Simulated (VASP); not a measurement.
VASP runs on Ca (space group Fm-3m) share one base input (PBE GGA, plane waves, VASP's PBE PAW potentials (set 64)) and change the settings named in each case.

POSCAR:
```
Ca
1
    0.0000000000     2.8333030000     2.8333030000
    2.8333030000     0.0000000000     2.8333030000
    2.8333030000     2.8333030000     0.0000000000
Ca
1
Direct
  0.0000000000   0.0000000000   0.0000000000
```

KPOINTS:
```
Automatic mesh
0
gamma
10 10 10
```

INCAR:
```
SYSTEM = Ca
PREC = Accurate
ENCUT = 300
EDIFF = 1E-6
NELM = 100
ALGO = Normal
LREAL = .FALSE.
LASPH = .TRUE.
ISMEAR = 0
SIGMA = 0.272
GGA = PE
LWAVE = .FALSE.
LCHARG = .FALSE.
ISIF = 2
```

POTCAR, in this order: Ca_sv (PBE.64 set). Program: vasp_std.

| change | E(σ→0) (eV/atom) | −TS (eV) |
|---|---|---|
| base run | -1.9269 | -0.0452 |
| SIGMA = 0.03, KPOINTS 7×7×7 Γ-centred mesh | -1.9330 | 0.0000 |
| SIGMA = 0.1, KPOINTS 7×7×7 Γ-centred mesh | -1.9318 | -0.0042 |
| SIGMA = 0.3, KPOINTS 7×7×7 Γ-centred mesh | -1.9313 | -0.0527 |
| SIGMA = 0.03, KPOINTS 8×8×8 Γ-centred mesh | -1.9226 | -0.0012 |
| SIGMA = 0.1, KPOINTS 8×8×8 Γ-centred mesh | -1.9232 | -0.0088 |
| SIGMA = 0.3, KPOINTS 8×8×8 Γ-centred mesh | -1.9266 | -0.0538 |
| SIGMA = 0.03 | -1.9262 | -0.0007 |
| SIGMA = 0.1 | -1.9262 | -0.0063 |
| SIGMA = 0.3 | -1.9272 | -0.0545 |
| SIGMA = 0.03, KPOINTS 11×11×11 Γ-centred mesh | -1.9240 | -0.0011 |
| SIGMA = 0.1, KPOINTS 11×11×11 Γ-centred mesh | -1.9247 | -0.0076 |
| SIGMA = 0.3, KPOINTS 11×11×11 Γ-centred mesh | -1.9266 | -0.0547 |
 Energies of different potentials or functionals have different zeros.

Left out are runs that ran out of time, are held back, or changed the cell or the kind of run, fixed moments of cells without a moment, rows past the twelfth, gaps on odd meshes, pressures of charged cells and columns that move by less than the noise.

The structure comes from a computed database's Ca entry; how it stands against other phases isn't given here. The cell was not relaxed at this level, its lattice was scaled by up to 2.5 %.
